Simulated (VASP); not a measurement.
Here is the system:

```xyz
2
Lattice="0.0000 2.1081 2.1081 2.1081 0.0000 2.1081 2.1081 2.1081 0.0000" Properties=species:S:1:pos:R:3 pbc="T T T"
Mg     0.0000     0.0000     0.0000
O      2.1081     2.1081     2.1081
```

Level of theory: AM05 GGA, VASP's PBE PAW potentials (set 64) (plane waves; VASP 6.6.1). Settings: 520 eV cut-off, 12×12×12 Γ-centred mesh, tetrahedra with Blöchl corrections, potentials Mg O.

Task: Tabulate the total density of states (states/eV per cell) against energy (eV; zero at the valence-band maximum or, without a gap, the Fermi level).

Result: 
```
E (eV) | DOS (states/eV)
    -9.97 |  0.00
    -9.49 |  0.00
    -9.01 |  0.00
    -8.53 |  0.00
    -8.17 |  0.00
    -7.69 |  0.00
    -7.21 |  0.00
    -6.73 |  0.00
    -6.25 |  0.00
    -5.77 |  0.00
    -5.29 |  0.00
    -4.81 |  0.00
    -4.45 | ### 0.28
    -3.97 | ############ 1.14
    -3.49 | ################## 1.77
    -3.01 | #### 0.36
    -2.53 | ######### 0.86
    -2.05 | ########## 1.00
    -1.57 | ############### 1.46
    -1.09 | ########################### 2.65
    -0.73 | ############################## 2.94
    -0.25 | ######## 0.83
     0.23 |  0.00
     0.71 |  0.00
     1.19 |  0.00
     1.67 |  0.00
     2.15 |  0.00
     2.63 |  0.00
     2.99 |  0.00
     3.47 |  0.00
     3.95 |  0.00
     4.43 |  0.00
     4.91 |  0.01
     5.39 |  0.03
     5.87 | # 0.05
     6.35 | # 0.08
     6.71 | # 0.10
     7.19 | ## 0.15
     7.67 | ### 0.25
     8.15 | ##### 0.44
```
Within 2 eV below the valence-band maximum the largest weight inside VASP's projection spheres is O p.

The compound is MgO in the rock salt structure. It was relaxed first.
